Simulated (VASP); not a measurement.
Consider the following.

```yaml
crystal:
  lattice:
    - [3.59726, 0.00000, 0.00000]
    - [0.00000, 3.59726, 0.00000]
    - [0.00000, 0.00000, 3.59726]
  atoms:
    - { symbol: Sr, position: [0.00000, 0.00000, 0.00000] }
    - { symbol: V, position: [0.50000, 0.50000, 0.50000] }
    - { symbol: O, position: [0.50000, 0.00000, 0.50000] }
    - { symbol: O, position: [0.00000, 0.50000, 0.50000] }
    - { symbol: O, position: [0.50000, 0.50000, 0.00000] }
```

The numbers are results of LDA (Ceperley-Alder, Perdew-Zunger), VASP's LDA PAW potentials (set 64) (plane waves; VASP), not measurements. Settings: 620 eV cut-off, 9×9×9 Γ-centred mesh, first-order Methfessel-Paxton smearing of 0.10 eV, potentials Sr_sv V_sv O.

Task: Estimate the energy per atom (σ→0), pressure, band gap (on the k-mesh) with the smallest direct gap where there is one.

Result: 
The band gap (on the k-mesh) comes out as none (metal, semimetal or under 0.01 eV), the energy per atom (σ→0) is -8.547 eV/atom and the pressure is 450.7 kbar.

The compound is SrVO3 in the cubic perovskite structure. It was relaxed first under an external pressure of 45 GPa. The run is not spin-polarised, so no magnetic state was tried. The electron count is odd and the run is not spin-polarised, which forces a metal.
